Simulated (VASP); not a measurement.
An input for Quantum ESPRESSO's pw.x (written as the equivalent of a VASP run, and not itself run):

```
&CONTROL
  calculation = 'scf'
  pseudo_dir = './pseudo'
  outdir = './out'
  tprnfor = .true.
  tstress = .true.
/
&SYSTEM
  ibrav = 0
  nat = 3
  ntyp = 2
  ecutwfc = 76
  occupations = 'smearing'
  smearing = 'fermi-dirac'
  degauss = 0.009996
  input_dft = 'pbe'
/
&ELECTRONS
  conv_thr = 7.3e-08
  electron_maxstep = 100
/
ATOMIC_SPECIES
  Ba 137.327 Ba.upf
  B 10.810 B.upf
CELL_PARAMETERS angstrom
     0.0000000    3.2973990    3.2973990
     3.2973990    0.0000000    3.2973990
     3.2973990    3.2973990    0.0000000
ATOMIC_POSITIONS crystal
  Ba   0.0000000  0.0000000  0.0000000
  B    0.2500000  0.2500000  0.2500000
  B    0.7500000  0.7500000  0.7500000
K_POINTS automatic
  5 5 5 0 0 0
```

### Question
Translate this input to VASP (INCAR, KPOINTS, POSCAR, choice of POTCAR).

### Answer
This is not unique; one that fits is 
### KPOINTS
```
Automatic mesh
0
Gamma
5 5 5
0 0 0
```

File POSCAR:
```
BaB2
1
    0.0000000000     3.2973990000     3.2973990000
    3.2973990000     0.0000000000     3.2973990000
    3.2973990000     3.2973990000     0.0000000000
Ba B
1 2
Direct
  0.0000000000   0.0000000000   0.0000000000
  0.2500000000   0.2500000000   0.2500000000
  0.7500000000   0.7500000000   0.7500000000
```

**INCAR**
```
SYSTEM = BaB2
PREC = Accurate
ENCUT = 400
EDIFF = 1E-6
NELM = 100
ALGO = Normal
LREAL = .FALSE.
LASPH = .TRUE.
ISMEAR = -1
SIGMA = 0.136
GGA = PE
LMAXMIX = 4
LWAVE = .FALSE.
LCHARG = .FALSE.
ISIF = 2
```

POTCAR, in this order: Ba_sv B (PBE.64 set). Program: vasp_std.

The two are equivalent in intent, not identical: the potentials are each code's own (VASP's PAW set, PseudoDojo norm-conserving files in pw.x), so ENCUT and ecutwfc are chosen apart and not converted; conv_thr bounds pw.x's estimated SCF error, while EDIFF bounds the energy change between steps.

The structure was generated: BaB2 was put into an ordered model structure, which need not be its known phase. The cell was not relaxed at this level, and its volume differs by -5.9 % from the start's. The k-mesh is coarse (spacing up to 0.33 per Å, 2π included), so the numbers may not be converged in it.
